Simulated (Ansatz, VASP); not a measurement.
# Cross-check of SiC between VASP and Ansatz, part 2 of 3

One calculation is typed for both programs; each brings its own data sets. How far apart do they land? The cell is taken from a series of runs on this material, whose earlier steps may have relaxed, scaled, displaced or heated it; both programs get it as it stands.

VASP 6.6.1 and Ansatz 0.2.0.

So far: Starting point; Ansatz: zone-centre phonons, LDA.

## (3) VASP: zone-centre phonons, LDA

Level of this step: LDA; plane waves and PAW (C, Si) (VASP).

The same cell, functional (in two slightly different forms) and mesh now go to VASP, with its own data sets.

Lines of VASP's logs that name or quote its potential files are left out, and so is its time.

Input file INCAR:

```
SYSTEM = SiC
PREC = Accurate
ENCUT = 600
EDIFF = 1E-08
NELM = 120
ISMEAR = 0
SIGMA = 0.01
LREAL = .FALSE.
ALGO = Normal
GGA = PW92
NBANDS = 24
LORBIT = 11
LWAVE = .FALSE.
LCHARG = .FALSE.
ISIF = 2
IBRION = 8
LEPSILON = .TRUE.
LASPH = .TRUE.
GGA_COMPAT = .FALSE.
EFERMI = MIDGAP
KPAR = 2
```

Input file POSCAR:

```
SiC
1.0
    3.0649003772      0.0000000000      0.0000000000
   -1.5324501886      2.6542815867      0.0000000000
    0.0000000000      0.0000000000      9.8119453412
C Si
4 4
Direct
    0.6666666705      0.3333333371      0.7490913791
    0.3333333371      0.6666666705      0.2490913791
    0.0000000038      0.0000000038      0.4998166065
    0.0000000038      0.0000000038      0.9998166065
    0.6666666705      0.3333333371      0.9384477093
    0.3333333371      0.6666666705      0.4384477093
    0.0000000038      0.0000000038      0.6886433050
    0.0000000038      0.0000000038      0.1886433050
```

Input file KPOINTS:

```
Automatic mesh
0
Gamma
9 9 4
0 0 0
```

PAW data sets: C and Si (LDA family, release 64).

Launch:

```
$ mpirun -np 2 vasp_std
```

The program printed:

```text
[banner, memory and clock lines left out]
running    2 mpi-ranks, on    1 nodes
 distrk:  each k-point on    1 cores,    2 groups
 distr:  one band on    1 cores,    1 groups

 POSCAR found type information on POSCAR C Si
 POSCAR found :  2 types and       8 ions
|                                                                             |
|               ----> ADVICE to this user running VASP <----                  |
|                                                                             |
|     You enforced a specific xc type in the INCAR file but a different       |
|     [... a line on the potential file left out ...]
|     I HOPE YOU KNOW WHAT YOU ARE DOING!                                     |
|                                                                             |

 LDA part: xc-table for (Slater(with rela. corr.)+PW92), standard interpolation
 POSCAR, INCAR and KPOINTS ok, starting setup
 FFT: planning ... GRIDC
 FFT: planning ... GRID_SOFT
 FFT: planning ... GRID
 WAVECAR not read
 entering main loop
       N       E                     dE             d eps       ncg     rms          rms(c)
DAV:   1     0.818440551074E+02    0.81844E+02   -0.16271E+04  1728   0.137E+03
DAV:   2    -0.679371434104E+02   -0.14978E+03   -0.13907E+03  2360   0.211E+02
DAV:   3    -0.751046899327E+02   -0.71675E+01   -0.71210E+01  2296   0.452E+01
DAV:   4    -0.752003738866E+02   -0.95684E-01   -0.95594E-01  2224   0.624E+00
DAV:   5    -0.752022578332E+02   -0.18839E-02   -0.18836E-02  2288   0.822E-01    0.189E+01
DAV:   6    -0.669459294152E+02    0.82563E+01   -0.24226E+01  2232   0.223E+01    0.871E+00
DAV:   7    -0.666545812665E+02    0.29135E+00   -0.23526E+00  2344   0.721E+00    0.343E+00
DAV:   8    -0.665830818336E+02    0.71499E-01   -0.14568E-01  2104   0.188E+00    0.112E+00
DAV:   9    -0.665719916428E+02    0.11090E-01   -0.20381E-02  2240   0.767E-01    0.161E-01
DAV:  10    -0.665720830044E+02   -0.91362E-04   -0.97848E-04  2176   0.180E-01    0.852E-02
DAV:  11    -0.665720927720E+02   -0.97676E-05   -0.33558E-05  2288   0.390E-02    0.230E-02
DAV:  12    -0.665720881655E+02    0.46064E-05   -0.90730E-06  2200   0.152E-02    0.948E-03
DAV:  13    -0.665720875739E+02    0.59160E-06   -0.24328E-06  2264   0.718E-03    0.145E-03
DAV:  14    -0.665720875770E+02   -0.31023E-08   -0.11494E-07  2320   0.216E-03    0.744E-04
DAV:  15    -0.665720875784E+02   -0.13356E-08   -0.13966E-08  1584   0.682E-04
   1 F= -.66572088E+02 E0= -.66572088E+02  d E =0.000000E+00
 Linear response reoptimize wavefunctions to high precision
DAV:   1    -0.665720875786E+02   -0.22965E-09   -0.13372E-09  1544   0.257E-04
DAV:   2    -0.665720875786E+02   -0.86402E-11   -0.17092E-10  1408   0.864E-05
 Linear response G [H, r] |phi>, progress :
  Direction:   1
       N       E                     dE             d eps       ncg     rms
RMM:   1    -0.151282682641E+03   -0.15128E+03    0.14764E+01  4500   0.748E+01
RMM:   2    -0.102846150895E+03    0.48437E+02   -0.15712E+01  2976   0.223E+01
RMM:   3    -0.102988804509E+03   -0.14265E+00   -0.30562E-01  3128   0.300E+00
RMM:   4    -0.102992116254E+03   -0.33117E-02   -0.10081E-02  3302   0.520E-01
RMM:   5    -0.102992321844E+03   -0.20559E-03   -0.91689E-04  3266   0.109E-01
RMM:   6    -0.102992390223E+03   -0.68379E-04   -0.87947E-04  3360   0.277E-02
RMM:   7    -0.102992406653E+03   -0.16430E-04   -0.97753E-04  3293   0.943E-03
RMM:   8    -0.102992405276E+03    0.13766E-05   -0.94014E-04  3422   0.525E-03
RMM:   9    -0.102992396446E+03    0.88308E-05   -0.64182E-04  3291   0.418E-03
RMM:  10    -0.102992412202E+03   -0.15756E-04   -0.52830E-04  2923   0.389E-03
RMM:  11    -0.102992398983E+03    0.13219E-04   -0.72684E-04  2683   0.375E-03
RMM:  12    -0.102992414151E+03   -0.15168E-04   -0.97572E-04  2608   0.373E-03
RMM:  13    -0.102992403741E+03    0.10410E-04   -0.78813E-04  2523   0.370E-03
 Linear response G [H, r] |phi>, progress :
  Direction:   2
       N       E                     dE             d eps       ncg     rms
RMM:   1    -0.173171891013E+03   -0.17317E+03   -0.31549E+02  4394   0.715E+01
RMM:   2    -0.129710536379E+03    0.43461E+02   -0.12336E+01  2954   0.203E+01
RMM:   3    -0.129822200363E+03   -0.11166E+00   -0.21090E-01  3068   0.254E+00
RMM:   4    -0.129824695831E+03   -0.24955E-02   -0.10870E-02  3267   0.405E-01
RMM:   5    -0.129824770054E+03   -0.74223E-04   -0.53970E-03  3253   0.759E-02
RMM:   6    -0.129824782863E+03   -0.12809E-04   -0.52600E-03  3314   0.182E-02
RMM:   7    -0.129824812614E+03   -0.29751E-04   -0.55106E-03  3277   0.698E-03
RMM:   8    -0.129824810992E+03    0.16224E-05   -0.48728E-03  3340   0.486E-03
RMM:   9    -0.129824808419E+03    0.25729E-05   -0.34499E-03  3240   0.445E-03
RMM:  10    -0.129824863304E+03   -0.54885E-04   -0.57871E-03  2804   0.432E-03
[...]
RMM:  11    -0.142341739356E+00    0.93387E-07   -0.26559E-07  3856   0.934E-05    0.838E-06
RMM:  12    -0.142341749558E+00   -0.10202E-07   -0.16770E-07  3972   0.728E-05    0.195E-06
RMM:  13    -0.142341741852E+00    0.77064E-08   -0.17175E-07  3838   0.679E-05    0.516E-07
RMM:  14    -0.142341744593E+00   -0.27419E-08   -0.28209E-07  3392   0.663E-05    0.183E-07
RMM:  15    -0.142341745864E+00   -0.12707E-08   -0.85602E-08  2931   0.658E-05    0.681E-08
[...]
RMM:  14    -0.142682725939E+00   -0.21204E-08    0.53542E-08  3425   0.654E-05    0.197E-07
 first order change of Fermi-energy  -0.53108E+00
 force on displaced ion       3 direction 3 :  -0.000  -0.000 -29.707
 Born effective charge ion    3 direction 3 :   0.000   0.000  -2.847
 Linear response progress:
  Degree of freedom:   5/  8
       N       E                     dE             d eps       ncg     rms          rms(c)
RMM:   1    -0.187592756367E-01   -0.18759E-01   -0.36984E-03 19145   0.815E-01
RMM:   2    -0.153169328944E-01    0.34423E-02   -0.12490E-03 12940   0.218E-01    0.135E-01
RMM:   3    -0.152174779886E-01    0.99455E-04    0.18714E-04 13566   0.555E-02    0.779E-02
RMM:   4    -0.152976329694E-01   -0.80155E-04    0.19274E-04 13131   0.515E-02    0.823E-03
RMM:   5    -0.153041571967E-01   -0.65242E-05   -0.45701E-05 13953   0.111E-02    0.228E-03
RMM:   6    -0.153015753286E-01    0.25819E-05   -0.60842E-06 14299   0.162E-03    0.895E-04
RMM:   7    -0.153003286836E-01    0.12466E-05   -0.51292E-07 14348   0.437E-04    0.128E-04
RMM:   8    -0.153001022078E-01    0.22648E-06   -0.11717E-06 14533   0.139E-04    0.262E-05
RMM:   9    -0.153001202898E-01   -0.18082E-07   -0.18796E-07 14606   0.561E-05    0.487E-06
RMM:  10    -0.153001182322E-01    0.20576E-08   -0.12259E-07 15031   0.330E-05    0.219E-06
RMM:  11    -0.153001187700E-01   -0.53778E-09   -0.92970E-08 14404   0.277E-05    0.692E-07
 first order change of Fermi-energy  -0.20049E-05
 force on displaced ion       5 direction 1 : -20.722  -0.000  -0.000
 Born effective charge ion    5 direction 1 :   2.705  -0.000  -0.000
 Linear response progress:
  Degree of freedom:   6/  8
       N       E                     dE             d eps       ncg     rms          rms(c)
RMM:   1    -0.455867890635E-01   -0.45587E-01    0.50867E-02  5673   0.125E+00
RMM:   2    -0.363325215953E-01    0.92543E-02   -0.41279E-03  3428   0.386E-01    0.165E-01
RMM:   3    -0.356653173333E-01    0.66720E-03   -0.83355E-04  3705   0.119E-01    0.927E-02
RMM:   4    -0.354164181690E-01    0.24890E-03   -0.26503E-04  3826   0.834E-02    0.290E-02
RMM:   5    -0.354228258816E-01   -0.64077E-05    0.42935E-05  3806   0.275E-02    0.666E-03
RMM:   6    -0.354436119446E-01   -0.20786E-04    0.69209E-06  3693   0.967E-03    0.279E-03
RMM:   7    -0.354452644054E-01   -0.16525E-05   -0.67836E-07  3751   0.325E-03    0.863E-04
RMM:   8    -0.354471438422E-01   -0.18794E-05   -0.96749E-07  3822   0.100E-03    0.293E-04
RMM:   9    -0.354468537223E-01    0.29012E-06    0.17484E-06  3867   0.268E-04    0.137E-04
RMM:  10    -0.354470980561E-01   -0.24433E-06    0.10897E-06  3838   0.191E-04    0.268E-05
RMM:  11    -0.354470923358E-01    0.57203E-08    0.40736E-07  3861   0.844E-05    0.762E-06
RMM:  12    -0.354471432951E-01   -0.50959E-07    0.11644E-07  3918   0.433E-05    0.482E-06
RMM:  13    -0.354471581619E-01   -0.14867E-07    0.31855E-08  3910   0.357E-05    0.119E-06
RMM:  14    -0.354471464351E-01    0.11727E-07    0.11546E-07  3865   0.341E-05    0.383E-07
RMM:  15    -0.354471515482E-01   -0.51130E-08    0.87598E-08  3070   0.330E-05    0.234E-07
 first order change of Fermi-energy   0.55824E+00
 force on displaced ion       5 direction 3 :  -0.000  -0.000 -32.832
 Born effective charge ion    5 direction 3 :   0.000   0.000   2.638
 Linear response progress:
  Degree of freedom:   7/  8
       N       E                     dE             d eps       ncg     rms          rms(c)
RMM:   1    -0.189356057788E-01   -0.18936E-01   -0.37831E-03 19095   0.816E-01
RMM:   2    -0.154610164952E-01    0.34746E-02   -0.19328E-03 12934   0.219E-01    0.135E-01
RMM:   3    -0.153604642758E-01    0.10055E-03   -0.41170E-04 13573   0.557E-02    0.778E-02
RMM:   4    -0.154394562806E-01   -0.78992E-04   -0.39055E-04 13168   0.514E-02    0.819E-03
RMM:   5    -0.153813990449E-01    0.58057E-04    0.25207E-05 13977   0.111E-02    0.231E-03
RMM:   6    -0.153852011473E-01   -0.38021E-05    0.30916E-06 14325   0.164E-03    0.887E-04
RMM:   7    -0.153846878806E-01    0.51327E-06    0.27642E-08 14328   0.440E-04    0.143E-04
RMM:   8    -0.153843221188E-01    0.36576E-06    0.84589E-07 14544   0.143E-04    0.272E-05
RMM:   9    -0.153844212421E-01   -0.99123E-07    0.94865E-08 14545   0.564E-05    0.469E-06
RMM:  10    -0.153844264564E-01   -0.52143E-08    0.13231E-07 15048   0.328E-05    0.239E-06
RMM:  11    -0.153844302279E-01   -0.37714E-08    0.47166E-08 14422   0.273E-05    0.643E-07
 first order change of Fermi-energy  -0.15694E-05
 force on displaced ion       7 direction 1 : -20.997  -0.000  -0.000
 Born effective charge ion    7 direction 1 :   2.714  -0.000  -0.000
 Linear response progress:
  Degree of freedom:   8/  8
       N       E                     dE             d eps       ncg     rms          rms(c)
RMM:   1    -0.483123016413E-01   -0.48312E-01    0.27407E-02  5720   0.126E+00
RMM:   2    -0.363823670975E-01    0.11930E-01   -0.54261E-03  3432   0.397E-01    0.166E-01
RMM:   3    -0.356017433162E-01    0.78062E-03   -0.12181E-03  3720   0.123E-01    0.933E-02
RMM:   4    -0.353334591036E-01    0.26828E-03   -0.60624E-04  3820   0.847E-02    0.298E-02
RMM:   5    -0.353318101410E-01    0.16490E-05   -0.20217E-04  3831   0.286E-02    0.711E-03
RMM:   6    -0.353412636871E-01   -0.94535E-05   -0.10757E-04  3700   0.101E-02    0.293E-03
RMM:   7    -0.353337999565E-01    0.74637E-05   -0.22531E-05  3759   0.348E-03    0.925E-04
RMM:   8    -0.353342633832E-01   -0.46343E-06   -0.66020E-06  3817   0.107E-03    0.352E-04
RMM:   9    -0.353334916644E-01    0.77172E-06    0.14769E-06  3857   0.307E-04    0.152E-04
RMM:  10    -0.353335115599E-01   -0.19895E-07    0.38125E-06  3845   0.207E-04    0.315E-05
RMM:  11    -0.353334031506E-01    0.10841E-06    0.45639E-06  3860   0.913E-05    0.837E-06
RMM:  12    -0.353334080238E-01   -0.48732E-08    0.45663E-06  3906   0.448E-05    0.478E-06
RMM:  13    -0.353334547127E-01   -0.46689E-07    0.37643E-06  3885   0.357E-05    0.134E-06
RMM:  14    -0.353335227504E-01   -0.68038E-07    0.30053E-06  3928   0.341E-05    0.391E-07
RMM:  15    -0.353335744033E-01   -0.51653E-07    0.23868E-06  3215   0.328E-05    0.234E-07
RMM:  16    -0.353335984970E-01   -0.24094E-07    0.20942E-06  2873   0.325E-05    0.798E-08
 first order change of Fermi-energy   0.75131E+00
 force on displaced ion       7 direction 3 :  -0.000   0.000 -32.903
 Born effective charge ion    7 direction 3 :   0.000   0.000   2.981
 Born effective charges drift removed
 Linear response finished
```

(Part 2 of 3 ends here.)

[Lines on the potential files, build, host, timing and source positions are cut from VASP's logs without a mark.]

[Logs are printed without paths, hosts, clocks, repeated set-up lines and the standing remarks that a program may print on its own settings, such as how far it seeks lower states.]

[Hosts, paths, dates, database ids (printed as entryN), source tags and the programs' standing remarks are cut or masked in the printed files.]
